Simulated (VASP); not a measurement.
Here is the system:

```
Tb
1.0
    1.78002    -3.08309     0.00000
    1.78002     3.08309     0.00000
    0.00000     0.00000     5.56512
Tb
2
Direct
  0.33333   0.66667   0.25000
  0.66667   0.33333   0.75000
```

The numbers are results of PBEsol GGA, VASP's PBE PAW potentials (set 64) (plane waves; VASP), not measurements. Settings: 400 eV cut-off, Gaussian smearing of 0.050 eV, potentials Tb_3.

The 4f electrons are frozen in the core of the lanthanide potential, so 4f levels, which can set the real gap, and their magnetism are missing.

Task: Give the energies of bands 7 to 12 at the high-symmetry points, in eV from the Fermi level.

Result: 
| band | Γ | M | K | A | L | H |
|---|---|---|---|---|---|---|
| 7 | -5.04 | -1.88 | -1.08 | -3.38 | -2.01 | -0.65 |
| 8 | -2.25 | -1.57 | -0.64 | -3.38 | -2.01 | -0.65 |
| 9 | 1.64 | -1.08 | -0.64 | 0.98 | -0.05 | -0.41 |
| 10 | 1.75 | 0.28 | -0.34 | 0.98 | -0.05 | -0.41 |
| 11 | 1.75 | 1.40 | 1.18 | 1.64 | 1.94 | 0.69 |
| 12 | 2.15 | 1.67 | 1.18 | 1.64 | 1.94 | 0.69 |

It has no gap at this level: it comes out as a metal or semimetal.

The compound is Tb in the hcp structure. It was relaxed first.
